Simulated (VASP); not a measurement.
Computed with PBEsol GGA, VASP's PBE PAW potentials (set 64) (plane waves; VASP).

A VASP calculation is set up with these files.

**INCAR**
```
SYSTEM = Be3CdTe4
PREC = Accurate
ENCUT = 400
EDIFF = 1E-7
NELM = 100
ALGO = Normal
LREAL = .FALSE.
LASPH = .TRUE.
ISMEAR = 0
SIGMA = 0.05
GGA = PS
LMAXMIX = 4
LWAVE = .FALSE.
LCHARG = .FALSE.
LORBIT = 11
ICHARG = 11
```

POSCAR:
```
Be3CdTe4
5.8461530
  1.0000000566   0.0000000000   0.0000000000
  0.0000000000   1.0000000566   0.0000000000
  0.0000000000   0.0000000000   1.0000000566
Cd Te Be
1 4 3
direct
  0.0000000000   0.0000000000   0.0000000000
  0.2686707111   0.2686707111   0.2686707111
  0.7313292889   0.7313292889   0.2686707111
  0.7313292889   0.2686707111   0.7313292889
  0.2686707111   0.7313292889   0.7313292889
  0.5000000000   0.5000000000   0.0000000000
  0.5000000000   0.0000000000   0.5000000000
  0.0000000000   0.5000000000   0.5000000000
```

File KPOINTS:
```
k-points along high-symmetry lines
15
Line-mode
Reciprocal
  0.000000   0.000000   0.000000 ! GAMMA
  0.000000   0.500000   0.000000 ! X

  0.000000   0.500000   0.000000 ! X
  0.500000   0.500000   0.000000 ! M

  0.500000   0.500000   0.000000 ! M
  0.000000   0.000000   0.000000 ! GAMMA

  0.000000   0.000000   0.000000 ! GAMMA
  0.500000   0.500000   0.500000 ! R

  0.500000   0.500000   0.500000 ! R
  0.000000   0.500000   0.000000 ! X

  0.500000   0.500000   0.500000 ! R
  0.500000   0.500000   0.000000 ! M
```

POTCAR, in this order: Cd Te Be (PBE.64 set). Program: vasp_std. Read from the step before: CHGCAR.

What VASP printed:

OSZICAR:
```
       N       E                     dE             d eps       ncg     rms          rms(c)
DAV:   1     0.185936563468E+03    0.18594E+03   -0.14894E+04  4680   0.109E+03
DAV:   2    -0.150190050358E+02   -0.20096E+03   -0.19685E+03  5664   0.233E+02
DAV:   3    -0.281443490635E+02   -0.13125E+02   -0.13066E+02  6040   0.643E+01
DAV:   4    -0.283784066524E+02   -0.23406E+00   -0.23387E+00  6500   0.819E+00
DAV:   5    -0.283816156628E+02   -0.32090E-02   -0.32084E-02  6046   0.974E-01
DAV:   6    -0.283817119120E+02   -0.96249E-04   -0.96244E-04  6578   0.146E-01
DAV:   7    -0.283817143080E+02   -0.23960E-05   -0.23961E-05  6038   0.222E-02
DAV:   8    -0.283817144161E+02   -0.10812E-06   -0.10818E-06  5428   0.425E-03
DAV:   9    -0.283817144201E+02   -0.39554E-08   -0.38904E-08  4640   0.975E-04
   1 F= -.28381714E+02 E0= -.28381714E+02  d E =-.336222E-13
```

**OUTCAR**
```
 val. band max:        4.2305759375   @ k =   0.0000   0.0000   0.0000

 cond. band min:       6.0431047765   @ k =   0.0000   0.0000   0.0000



 k-point     1 :       0.0000    0.0000    0.0000
  band No.  band energies     occupation
      1      -7.8490      2.00000
      2      -6.3969      2.00000
      3      -6.3969      2.00000
      4      -6.3969      2.00000
      5      -3.9363      2.00000
      6      -3.9363      2.00000
      7      -3.8489      2.00000
      8      -3.8489      2.00000
      9      -3.8489      2.00000
     10      -0.7942      2.00000
     11      -0.6726      2.00000
     12      -0.6726      2.00000
     13       1.6567      2.00000
     14       1.6567      2.00000
     15       1.6567      2.00000
     16       1.7493      2.00000
     17       1.7493      2.00000
     18       1.7493      2.00000
     19       4.2306      2.00000
     20       4.2306      2.00000
     21       4.2306      2.00000
     22       6.0431      0.00000
     23       6.2459      0.00000
     24       6.2459      0.00000
     25       6.2459      0.00000
     26       6.8548      0.00000

 k-point     2 :       0.0000    0.0357    0.0000
  band No.  band energies     occupation
      1      -7.8457      2.00000
      2      -6.4025      2.00000
      3      -6.3968      2.00000
      4      -6.3968      2.00000
      5      -3.9365      2.00000
      6      -3.9363      2.00000
      7      -3.8514      2.00000
      8      -3.8486      2.00000
      9      -3.8486      2.00000
     10      -0.7856      2.00000
     11      -0.6702      2.00000
     12      -0.6628      2.00000
     13       1.6457      2.00000
     14       1.6457      2.00000
     15       1.6490      2.00000
     16       1.7359      2.00000
     17       1.7570      2.00000
     18       1.7570      2.00000
     19       4.1953      2.00000
     20       4.2211      2.00000
     21       4.2211      2.00000
     22       6.0643      0.00000
     23       6.2438      0.00000
...
```

The density is held fixed in this step, so its total energy and stress have no physical meaning. Unless said otherwise, spin-orbit coupling is left out, though it shifts the bands of the heavy elements here.

The structure was generated: Be3CdTe4 was put into an ordered model structure (P-43m), which need not be its known phase. It was relaxed first.
